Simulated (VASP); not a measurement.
These are vdW-DF-cx, VASP's PBE PAW potentials (set 64) (plane waves; VASP) values and carry that method's errors.

The input files of a VASP run:

**KPOINTS**
```
Regular mesh
0
gamma
8 8 4
0 0 0
```

INCAR:
```
AGGAC = 0.0
ALGO = Normal
EDIFF = 1E-7
EDIFFG = -0.01
ENCUT = 520
GGA = CX
IBRION = 2
ISIF = 4
ISMEAR = 0
LASPH = .TRUE.
LCHARG = .FALSE.
LMAXMIX = 4
LREAL = .FALSE.
LUSE_VDW = .TRUE.
LWAVE = .FALSE.
NELM = 100
NSW = 30
PREC = Accurate
SIGMA = 0.05
SYSTEM = ZnO
```

**POSCAR**
```
ZnO
1
    1.5904655443    -2.7547675581     0.0000000000
    1.5904655443     2.7547675581     0.0000000000
    0.0000000000     0.0000000000     5.1309166546
Zn O
2 2
Direct
  0.6666670000   0.3333330000   0.5013073310
  0.3333330000   0.6666670000   0.0013073310
  0.6666670000   0.3333330000   0.8806926690
  0.3333330000   0.6666670000   0.3806926690
```

POTCAR, in this order: Zn O (PBE.64 set). Program: vasp_std.

The run wrote:

### OUTCAR
```
 ion  position               nearest neighbor table
   1  0.667  0.333  0.501-   4 1.94   4 1.94   4 1.94   3 1.95
   2  0.333  0.667  0.001-   3 1.94   3 1.94   3 1.94   4 1.95
   3  0.667  0.333  0.881-   2 1.94   2 1.94   2 1.94   1 1.95
   4  0.333  0.667  0.381-   1 1.94   1 1.94   1 1.94   2 1.95
  LATTYP: Found a hexagonal cell.
 ALAT       =     3.1809314590
 C/A-ratio  =     1.6130233300
 Subroutine PRICEL returns:
 Original cell was already a primitive cell.
 Subroutine GETGRP returns: Found 12 space group operations
The static configuration has the point symmetry C_3v.
 The point group associated with its full space group is C_6v.
The dynamic configuration has the point symmetry C_3v.
 Subroutine INISYM returns: Found 12 space group operations
 Subroutine IBZKPT returns following result:
 Found     30 irreducible k-points:

 Following reciprocal coordinates:
            Coordinates               Weight
  0.000000  0.000000  0.000000      1.000000
  0.125000  0.000000  0.000000      6.000000
  0.250000  0.000000  0.000000      6.000000
  0.375000  0.000000  0.000000      6.000000
  0.500000  0.000000  0.000000      3.000000
...
```

OSZICAR:
```
       N       E                     dE             d eps       ncg     rms          rms(c)
DAV:   1     0.298477768133E+03    0.29848E+03   -0.18883E+04  1320   0.242E+03
DAV:   2     0.184474564790E+02   -0.28003E+03   -0.26891E+03  1404   0.445E+02
DAV:   3    -0.112075662809E+02   -0.29655E+02   -0.29463E+02  1512   0.156E+02
DAV:   4    -0.117756065064E+02   -0.56804E+00   -0.56722E+00  1458   0.227E+01
DAV:   5    -0.117798426253E+02   -0.42361E-02   -0.42360E-02  1536   0.190E+00    0.162E+01
DAV:   6    -0.868336146718E+01    0.30965E+01   -0.10462E+01  2260   0.699E+01    0.103E+01
DAV:   7    -0.884722007085E+01   -0.16386E+00   -0.24817E+00  1358   0.184E+01    0.600E+00
DAV:   8    -0.886370555008E+01   -0.16485E-01   -0.70733E-01  1992   0.867E+00    0.173E+00
DAV:   9    -0.880785685753E+01    0.55849E-01   -0.16233E-01  2080   0.748E+00    0.334E-01
DAV:  10    -0.881093512164E+01   -0.30783E-02   -0.50873E-02  1340   0.172E+00    0.152E-01
DAV:  11    -0.881081888266E+01    0.11624E-03   -0.17901E-03  1888   0.754E-01    0.386E-02
DAV:  12    -0.881086356460E+01   -0.44682E-04   -0.23546E-04  1704   0.358E-01    0.234E-02
DAV:  13    -0.881086483759E+01   -0.12730E-05   -0.27679E-05  1482   0.115E-01    0.108E-02
DAV:  14    -0.881086556841E+01   -0.73082E-06   -0.87852E-06  1416   0.252E-02    0.601E-03
DAV:  15    -0.881086501795E+01    0.55046E-06   -0.21186E-06  1568   0.144E-02    0.115E-03
DAV:  16    -0.881086497266E+01    0.45284E-07   -0.77491E-08   858   0.677E-03
   1 F= -.88108650E+01 E0= -.88108650E+01  d E =-.881086E+01
       N       E                     dE             d eps       ncg     rms          rms(c)
DAV:   1    -0.881085927779E+01    0.57402E-05   -0.13874E-02  1320   0.952E-01    0.353E-02
DAV:   2    -0.881089244852E+01   -0.33171E-04   -0.41145E-04  1470   0.203E-01    0.212E-02
DAV:   3    -0.881088869929E+01    0.37492E-05   -0.36443E-06  1604   0.289E-02    0.109E-02
DAV:   4    -0.881088781477E+01    0.88453E-06   -0.31159E-06  1648   0.262E-02    0.123E-03
DAV:   5    -0.881088789118E+01   -0.76411E-07   -0.11034E-06  1332   0.112E-02    0.890E-04
DAV:   6    -0.881088789433E+01   -0.31496E-08   -0.21236E-08   666   0.320E-03
   2 F= -.88108879E+01 E0= -.88108879E+01  d E =-.229217E-04
```

### OUTCAR
```
------------------------ aborting loop because EDIFF is reached ----------------------------------------
  FORCE on cell =-STRESS in cart. coord.  units (eV):
  Direction    XX          YY          ZZ          XY          YZ          ZX
  --------------------------------------------------------------------------------------
  Total        2.8048706      2.8048715      2.8647329      0.0000000      0.0000000     -0.0000000
  in kB       99.9514806     99.9515137    102.0846729      0.0000000      0.0000000     -0.0000000
  external PRESSURE =     100.6625557 kB  Pullay stress =       0.0000000 kB
  volume of cell :       44.96
      direct lattice vectors                 reciprocal lattice vectors
     1.590585553 -2.754975449 -0.000000000     0.314349642 -0.181489821  0.000000000
     1.590585553  2.754975449 -0.000000000     0.314349642  0.181489821  0.000000000
    -0.000000000 -0.000000000  5.130142378     0.000000000  0.000000000  0.194926364
  FREE ENERGIE OF THE ION-ELECTRON SYSTEM (eV)
  ---------------------------------------------------
  free  energy   TOTEN  =        -8.8108878943 eV

  energy  without entropy=       -8.8108878943  energy(sigma->0) =       -8.81088789

 reached required accuracy - stopping structural energy minimisation
```
(Selected blocks of OUTCAR.)

CONTCAR:
```
ZnO
   1.00000000000000
     1.5905855533932769   -2.7549754492615808   -0.0000000000000000
     1.5905855533932769    2.7549754492615808   -0.0000000000000000
    -0.0000000000000000   -0.0000000000000000    5.1301423777428310
  Zn              O
     2     2
Direct
     0.6666669999999968    0.3333330000000032    0.5014603244114989
     0.3333330000000032    0.6666669999999968    0.0014603244114989
     0.6666669999999968    0.3333330000000032    0.8805396755884990
     0.3333330000000032    0.6666669999999968    0.3805396755884990
```

The compound is ZnO in the wurtzite structure. This cell is one point of a volume scan, at 0.94 of the reference volume. Symmetry was kept, so distortions that lower it aren't found.
